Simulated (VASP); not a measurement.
Data:

```yaml
crystal:
  lattice:
    - [1.35165, 0.78038, 4.41585]
    - [-1.35165, 0.78038, 4.41585]
    - [0.00000, -1.56075, 4.41585]
  atoms:
    - { symbol: Pd, position: [0.50000, 0.50000, 0.50000] }
    - { symbol: Ir, position: [0.00000, 0.00000, 0.00000] }
```

Level of theory: LDA (Ceperley-Alder, Perdew-Zunger) with spin-orbit coupling, VASP's LDA PAW potentials (set 64) (plane waves; VASP 6.6.1). Settings: 400 eV cut-off, 14×14×14 Γ-centred mesh, Gaussian smearing of 0.050 eV, potentials Pd Ir.

Problem. Give the energies of bands 11 to 24 at the high-symmetry points, in eV from the Fermi level.

Solution. 
```tsv
band	Γ	T	H2	L	S0	F
11	-3.41	-3.48	-3.39	-3.11	-3.32	-0.40
12	-3.41	-3.48	-3.39	-3.11	-3.32	-0.40
13	-3.32	-3.09	-1.89	-2.40	-1.98	-0.12
14	-3.32	-3.09	-1.89	-2.40	-1.98	-0.12
15	-1.50	-2.66	-1.72	-1.40	-1.55	-0.03
16	-1.50	-2.66	-1.72	-1.40	-1.55	-0.03
17	-1.34	-1.90	-0.32	-0.34	-0.44	0.41
18	-1.34	-1.90	-0.32	-0.34	-0.44	0.41
19	-0.09	-1.69	0.43	1.46	0.34	1.04
20	-0.09	-1.69	0.43	1.46	0.34	1.04
21	0.31	-0.70	5.89	3.02	5.69	1.68
22	0.31	-0.70	5.89	3.02	5.69	1.68
23	0.82	-0.14	6.19	4.59	6.20	2.39
24	0.82	-0.14	6.19	4.59	6.20	2.39
```

It has no gap at this level: it comes out as a metal or semimetal.

The structure comes from a computed database's IrPd entry (R-3m); how it stands against other phases isn't given here. It was relaxed first, which changed the volume by -6 %.
